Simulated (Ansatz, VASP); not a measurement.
# Ta in two plane-wave programs, part 2 of 2

Aim: how closely do two programs agree when they are given the same cell, functional and k mesh? Of the first pair: The structure shown is the start of the Ansatz relaxation below; VASP solves that cell, so the two are compared at the walk's first step.

VASP 6.6.1 and Ansatz 0.2.0.

So far. Step 4 (Side by side): The forces differ by 2.6 meV/Å r.m.s., which is 1.0 % of the r.m.s. force of 0.263 eV/Å (both taken over all components). With vacuum in the cell, a pressure given here is an average over mostly empty space and none of the material.

## 6. VASP: single point, PBEsol, relaxed cell, pair 2

Level of this step: PBEsol; plane waves and PAW (Ta_pv) (VASP).

The same cell, functional, mesh and smearing now go to VASP, with its own data sets.

Input file INCAR:

```
SYSTEM = Ta
PREC = Accurate
ENCUT = 400
EDIFF = 1E-06
NELM = 120
ISMEAR = -1
SIGMA = 0.05
LREAL = .FALSE.
ALGO = Normal
GGA = PS
NBANDS = 40
LASPH = .TRUE.
LORBIT = 11
LWAVE = .FALSE.
LCHARG = .FALSE.
ISIF = 2
GGA_COMPAT = .FALSE.
KPAR = 2
```

Input file POSCAR:

```
Ta
1.0
    3.3030000000      0.0000000000      0.0000000000
    1.6515000000      2.3355736983      0.0000000000
    0.0000000000      0.0000000000     25.6778684913
Ta
6
Direct
    0.0000000000      0.0000000000      0.7208796214
    0.5000000000      0.0000000000      0.6349069465
    0.0000000000      0.0000000000      0.5454783410
    0.5000000000      0.0000000000      0.4545216590
    0.0000000000      0.0000000000      0.3650930535
    0.5000000000      0.0000000000      0.2791203786
```

Input file KPOINTS:

```
Automatic mesh
0
Gamma
12 12 1
0 0 0
```

The projector-augmented-wave data sets are Ta_pv (PBE family, release 64).

Launch:

```console
> mpirun -np 2 vasp_std
```

Numbers of over 12 decimals in the logs are rounded to 6 here.

The program printed:

```text
[banner, memory and clock lines left out]
running    2 mpi-ranks, on    1 nodes
[...]
[... a notice as in an earlier step ...]

 LDA part: xc-table for (Slater+PW92), standard interpolation
 POSCAR, INCAR and KPOINTS ok, starting setup
[...]
entering main loop
       N       E                     dE             d eps       ncg     rms          rms(c)
DAV:   1     0.533588048999E+03    0.53359E+03   -0.34374E+04  4360   0.129E+03
DAV:   2    -0.539111659841E+02   -0.58750E+03   -0.57446E+03  3944   0.396E+02
DAV:   3    -0.777058157655E+02   -0.23795E+02   -0.22767E+02  4544   0.693E+01
DAV:   4    -0.785558882922E+02   -0.85007E+00   -0.82631E+00  4544   0.120E+01
[...]
DAV:  26    -0.728231694385E+02   -0.21448E-05   -0.88409E-08  2368   0.194E-03    0.583E-04
DAV:  27    -0.728231706619E+02   -0.12234E-05   -0.80760E-08  2336   0.905E-04    0.178E-04
DAV:  28    -0.728231707444E+02   -0.82517E-07   -0.10493E-08  2152   0.515E-04
   1 F= -.72823171E+02 E0= -.72792289E+02  d E =-.617640E-01
```

From OUTCAR (step 6):

```text
  Total       -4.0683250     -4.3665491     -0.2735367      0.0000000      0.0000000      0.0000000
  in kB      -32.9052434    -35.3173260     -2.2124070      0.0000000      0.0000000      0.0000000
  external PRESSURE =     -23.4783254 kB  Pullay stress =       0.0000000 kB

 POSITION                                       TOTAL-FORCE (eV/Angst)
 -----------------------------------------------------------------------------------
      0.00000      0.00000     18.51065         0.000000      0.000000      0.008666
      1.65150      0.00000     16.30306        -0.000000      0.000000      0.001479
      0.00000      0.00000     14.00672         0.000000      0.000000     -0.137854
      1.65150      0.00000     11.67115         0.000000      0.000000      0.137854
      0.00000      0.00000      9.37481         0.000000      0.000000     -0.001479
      1.65150      0.00000      7.16722         0.000000      0.000000     -0.008666
 -----------------------------------------------------------------------------------
    total drift:                                0.000000      0.000000     -0.000000

  FREE ENERGIE OF THE ION-ELECTRON SYSTEM (eV)
  ---------------------------------------------------
  free  energy   TOTEN  =       -72.8231707444 eV

  energy  without entropy=      -72.7614067325  energy(sigma->0) =      -72.79228874

[... 2 parts as in an earlier step ...]

[... 1 further part left out ...]
[key lines of the parts left out:]
E-fermi :   0.8794
```

## 7. Comparison

What differs besides the data sets and the points named for the pairs above, as far as they apply: the data sets hold 78 valence electrons in Ansatz (on its PAW soft_1 files) and 66 in VASP. Total energies have different zeros and are not compared.

Forces (eV/Å; atoms numbered as in POSCAR):

```tsv
atom	Ansatz x, y, z	VASP x, y, z
Ta1	0.000, 0.000, -0.001	0.000, 0.000, 0.009
Ta2	0.000, 0.000, -0.001	0.000, 0.000, 0.001
Ta3	0.000, 0.000, -0.134	0.000, 0.000, -0.138
Ta4	0.000, 0.000, 0.134	0.000, 0.000, 0.138
Ta5	0.000, 0.000, 0.001	0.000, 0.000, -0.001
Ta6	0.000, 0.000, 0.001	0.000, 0.000, -0.009
```

The forces differ by 3.7 meV/Å r.m.s., which is 8.1 % of the r.m.s. force of 0.046 eV/Å (both taken over all components). With vacuum in the cell, a pressure given here is an average over mostly empty space and none of the material.

## 8. VASP: single point, PBEsol, pair 3

A single point gives forces, pressure and levels at one fixed geometry, so differences don't come from the geometry; what else differs is listed under the comparison.

INCAR is that of step 6.

POSCAR is that of step 6.

Input file KPOINTS:

```
Automatic mesh
0
Gamma
16 16 1
0 0 0
```

Launch:

```console
> mpirun -np 2 vasp_std
```

The program printed:

```text
[... set-up lines as in an earlier step ...]
 entering main loop
       N       E                     dE             d eps       ncg     rms          rms(c)
DAV:   1     0.533976694149E+03    0.53398E+03   -0.34402E+04  7352   0.129E+03
DAV:   2    -0.539588182777E+02   -0.58794E+03   -0.57442E+03  6696   0.395E+02
DAV:   3    -0.777078061606E+02   -0.23749E+02   -0.22632E+02  7712   0.689E+01
DAV:   4    -0.785533904035E+02   -0.84558E+00   -0.82375E+00  7768   0.120E+01
[...]
DAV:  25    -0.728265358696E+02   -0.65778E-05   -0.33986E-07  4232   0.240E-03    0.102E-03
DAV:  26    -0.728265379980E+02   -0.21284E-05   -0.95113E-08  3992   0.121E-03    0.274E-04
DAV:  27    -0.728265387624E+02   -0.76432E-06   -0.59356E-08  3936   0.883E-04
   1 F= -.72826539E+02 E0= -.72795264E+02  d E =-.625497E-01
```

Parts of OUTCAR (step 8):

```text
  Total       -3.5325912     -4.1608847     -0.4049435      0.0000000      0.0000000      0.0000000
  in kB      -28.5721450    -33.6538803     -3.2752457      0.0000000      0.0000000      0.0000000
  external PRESSURE =     -21.8337570 kB  Pullay stress =       0.0000000 kB

 POSITION                                       TOTAL-FORCE (eV/Angst)
 -----------------------------------------------------------------------------------
      0.00000      0.00000     18.51065         0.000000      0.000000     -0.030786
      1.65150      0.00000     16.30306         0.000000      0.000000      0.063510
      0.00000      0.00000     14.00672         0.000000      0.000000     -0.187210
      1.65150      0.00000     11.67115         0.000000      0.000000      0.187210
      0.00000      0.00000      9.37481        -0.000000      0.000000     -0.063510
      1.65150      0.00000      7.16722         0.000000      0.000000      0.030786
 -----------------------------------------------------------------------------------
    total drift:                                0.000000      0.000000     -0.000000

  FREE ENERGIE OF THE ION-ELECTRON SYSTEM (eV)
  ---------------------------------------------------
  free  energy   TOTEN  =       -72.8265387624 eV

  energy  without entropy=      -72.7639890610  energy(sigma->0) =      -72.79526391

[... 1 part as in an earlier step ...]

[... 2 further parts left out ...]
[key lines of the parts left out:]
E-fermi :   0.8757
```

## 9. Ansatz: single point, PBEsol, pair 3

The same cell, functional, mesh and smearing now go to Ansatz, which takes its cutoff from its data sets.

The cell is taken from a series of runs on this material, whose earlier steps may have relaxed, scaled, displaced or heated it; both programs get it as it stands.

Input file input.yaml:

```yaml
crystal:
  lattice:
    - [3.303, 0.0, 0.0]
    - [1.6515, 2.3355736983, 0.0]
    - [0.0, 0.0, 25.6778684913]
  atoms:
    - { symbol: Ta, position: [0.0, 0.0, 0.7208796214] }
    - { symbol: Ta, position: [0.5, 0.0, 0.6349069465] }
    - { symbol: Ta, position: [0.0, 0.0, 0.545478341] }
    - { symbol: Ta, position: [0.5, 0.0, 0.454521659] }
    - { symbol: Ta, position: [0.0, 0.0, 0.3650930535] }
    - { symbol: Ta, position: [0.5, 0.0, 0.2791203786] }
kpoints:
  mp_grid: { grid: [16, 16, 1] }
scf:
  occupations: { method: fermi_dirac, width: 0.05 }
  n_extra_bands: 8
hamiltonian:
  xc: pbesol
  pseudopotentials: { kind: paw, azcp: { folder: soft_1 }, xc_functional: pbe }
output:
  forces: true
  write_potential: true
  volumetric_format: []
  dos:
    projected: true
    de: 0.05
    e_range: [-30, 12]
    method: { smearing: { sigma: 0.15, scheme: gaussian } }
  eigenstates:
    kpoints:
      - [0.5, 0.0, 0.0]
      - [0.45, 0.0, 0.0]
      - [0.4, 0.0, 0.0]
      - [0.35, 0.0, 0.0]
      - [0.3, 0.0, 0.0]
      - [0.25, 0.0, 0.0]
      - [0.2, 0.0, 0.0]
      - [0.15, 0.0, 0.0]
      - [0.1, 0.0, 0.0]
      - [0.05, 0.0, 0.0]
      - [0.0, 0.0, 0.0]
      - [0.0, 0.05, 0.0]
      - [0.0, 0.1, 0.0]
      - [0.0, 0.15, 0.0]
      - [0.0, 0.2, 0.0]
      - [0.0, 0.25, 0.0]
      - [0.0, 0.3, 0.0]
      - [0.0, 0.35, 0.0]
      - [0.0, 0.4, 0.0]
      - [0.0, 0.45, 0.0]
      - [0.0, 0.5, 0.0]
      - [0.02777778, -0.02777778, 0.0]
      - [0.05555556, -0.05555556, 0.0]
      - [0.08333333, -0.08333333, 0.0]
      - [0.11111111, -0.11111111, 0.0]
      - [0.13888889, -0.13888889, 0.0]
      - [0.16666667, -0.16666667, 0.0]
      - [0.19444444, -0.19444444, 0.0]
      - [0.22222222, -0.22222222, 0.0]
      - [0.25, -0.25, 0.0]
      - [0.27777778, -0.27777778, 0.0]
      - [0.30555556, -0.30555556, 0.0]
      - [0.33333333, -0.33333333, 0.0]
      - [0.36111111, -0.36111111, 0.0]
      - [0.38888889, -0.38888889, 0.0]
      - [0.41666667, -0.41666667, 0.0]
      - [0.44444444, -0.44444444, 0.0]
      - [0.47222222, -0.47222222, 0.0]
    e_range: [-8.0, 4.0]
    unfold:
      supercell_matrix: [[1, 0, 0], [0, 1, 0], [0, 0, 1]]
      layers:
        axis: 3
        edges: [0.123344, 0.409807, 0.409907, 0.590093, 0.590193, 0.876655]
```

Launch:

```console
> ansatz run input.yaml --threads 4 --pin off --max-ram 11264MiB --backend cpu --events-out ev --progress --plain --runs-dir out
```

The program printed:

```text
[...]
Crystal: 6 atoms, lattice volume = 198.089 Å³
Basis set: ecut = 420 eV, 3887 PW (Γ), exchange–correlation on 48×40×360 points (8 copies of the dense FFT grid, shifted against one another)
Bands: 47, of which v1, the nominal top of the filled ones, is band 39 counted from 1 (38 counted from 0)
Symmetry: 8 space group operations
[...]
k-points: 73 of 256
[...]
max |Σ_I F_I| component: 2.08e-17 eV/Å
--- Band table (eV; the first three rows and the last of 73) ---
  k-point 0: bands = [... 35 lower, 7.5981, 8.1916, 8.2106, 8.4148, 8.6122, 8.6714, 8.6851, 9.0327, ... 4 higher]
  k-point 1: bands = [... 35 lower, 7.7442, 8.1446, 8.3378, 8.3390, 8.5950, 8.6322, 8.7562, 8.8414, ... 4 higher]
  k-point 2: bands = [... 35 lower, 7.8625, 8.0481, 8.1282, 8.2429, 8.3135, 8.5625, 8.6456, 8.8598, ... 4 higher]
  k-point 72: bands = [... 35 lower, 7.0661, 7.1609, 7.1726, 7.3926, 7.8327, 8.2561, 8.3222, 8.5740, ... 4 higher]
[key lines of the parts left out:]
SCF converged after 10 iterations
Free energy (F): -58841.953861 eV
Fermi energy:    7.974793 eV
```

## 10. Side by side

What differs besides the data sets and the points named for the pairs above, as far as they apply: the data sets hold 78 valence electrons in Ansatz (on its PAW soft_1 files) and 66 in VASP. Total energies have different zeros and are not compared.

Forces (eV/Å; atoms numbered as in POSCAR):

```tsv
atom	Ansatz x, y, z	VASP x, y, z
Ta1	0.000, 0.000, -0.041	0.000, 0.000, -0.031
Ta2	0.000, 0.000, 0.061	0.000, 0.000, 0.064
Ta3	0.000, 0.000, -0.182	0.000, 0.000, -0.187
Ta4	0.000, 0.000, 0.182	0.000, 0.000, 0.187
Ta5	0.000, 0.000, -0.061	0.000, 0.000, -0.064
Ta6	0.000, 0.000, 0.041	0.000, 0.000, 0.031
```

The forces differ by 3.8 meV/Å r.m.s., which is 5.7 % of the r.m.s. force of 0.067 eV/Å (both taken over all components). With vacuum in the cell, a pressure given here is an average over mostly empty space and none of the material.

## 11. Results

```json
{"r.m.s. force difference (single point, PBEsol, start cell, pair 1)": "1.0 % of the r.m.s. force", "r.m.s. force difference (single point, PBEsol, relaxed cell, pair 2)": "3.7 meV/Å", "r.m.s. force difference (single point, PBEsol, pair 3)": "3.8 meV/Å"}
```

What this shows: The r.m.s. force difference is 1.0 % of the r.m.s. force (single point, PBEsol, start cell, pair 1), within the 3 % picked in this series as the mark of a large difference. The data sets hold unlike numbers of valence electrons (78 in Ansatz and 66 in VASP), so part of the differences comes from the potentials. How closely two codes agree says nothing of how well the functional describes the real material.

[Lines on the potential files, build, host, timing and source positions are cut from VASP's logs without a mark.]

[Logs are printed without paths, hosts, clocks, repeated set-up lines and the standing remarks that a program may print on its own settings, such as how far it seeks lower states.]

[Hosts, paths, dates, database ids (printed as entryN), source tags and the programs' standing remarks are cut or masked in the printed files.]
